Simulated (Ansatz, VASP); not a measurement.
MgTiF4 in VASP and in Ansatz

INCAR

```
ALGO = Normal
EDIFF = 1E-6
ENCUT = 520
GGA = PE
ISIF = 2
ISMEAR = 0
ISPIN = 2
LASPH = True
LCHARG = True
LELF = True
LMAXMIX = 4
LORBIT = 11
LREAL = False
LVHAR = True
LWAVE = False
MAGMOM = 0 1.58 0 0 0 0
NBANDS = 34
NELM = 150
PREC = Accurate
SIGMA = 0.01
```

KPOINTS

```
k-points
0
Gamma
  10 10 8
```

POSCAR

```
MgTiF4
1.0
    3.6030380000      0.0000000000      0.0000000000
    0.0000000000      3.6030380000      0.0000000000
    0.0000000000      0.0000000000      5.1133740000
Mg Ti F
1 1 4
Direct
    0.0000000000      0.0000000000      0.5000000000
    0.5000000000      0.5000000000      0.0000000000
    0.5000000000      0.0000000000      0.2552090000
    0.5000000000      0.0000000000      0.7447910000
    0.0000000000      0.5000000000      0.7447910000
    0.0000000000      0.5000000000      0.2552090000
```

Input for Ansatz:

```yaml
crystal:
  lattice:
    - [3.603038, 0.0, 0.0]
    - [0.0, 3.603038, 0.0]
    - [0.0, 0.0, 5.113374]
  atoms:
    - { symbol: Mg, position: [0.0, 0.0, 0.5] }
    - { symbol: Ti, position: [0.5, 0.5, 0.0], spin: 1.58 }
    - { symbol: F, position: [0.5, 0.0, 0.255209] }
    - { symbol: F, position: [0.5, 0.0, 0.744791] }
    - { symbol: F, position: [0.0, 0.5, 0.744791] }
    - { symbol: F, position: [0.0, 0.5, 0.255209] }
basis:
  ecutwfc: 420
kpoints:
  mp_grid: { grid: [10, 10, 8] }
hamiltonian:
  xc: pbe
scf:
  occupations: { method: gaussian, width: 0.01 }
output:
  forces: true
  stress: true
  eigenvalues: true
  populations: true
  write_density: true
  write_potential: true
  elf: true
  volumetric_format: npy
magnetization:
  spin_polarized: true
```

Alike in both runs: task single point; functional PBE; k mesh 10 × 10 × 8; occupations gaussian, width 0.01 eV; collinear spin.

|  | VASP | Ansatz |
| --- | --- | --- |
| version | VASP 6.6.1 | Ansatz 0.2.0 |
| potentials or method | VASP PAW PBE potentials, release 64 (Mg, Ti_sv, F) | scalar-relativistic, plane waves, PAW |
| plane-wave cutoff (eV) | 520 | 420 |
| valence electrons in the cell | 42 | 50 |

```tsv
	VASP	Ansatz	Ansatz less VASP
gap on the k mesh at the Fermi level (eV)	0.17	0.19	+0.022
least direct gap on the mesh (eV)	0.38	0.40	+0.021
pressure (GPa)	-0.4	0.0	+0.38
largest component of the traceless stress (GPa)	0.12	0.14	+0.028
rms of the force components (eV/Å)	0.087	0.070	-0.0164
net moment per atom (μB)	0.33	0.33	0.000
size of the moment on the site where the two differ most (μB)	1.68	1.44	-0.245
```

Site moments also hang on the region over which each program counts them. Atom by atom the forces differ by 0.016 eV/Å (rms over components). The two sets of potentials don't hold the same shells in valence.
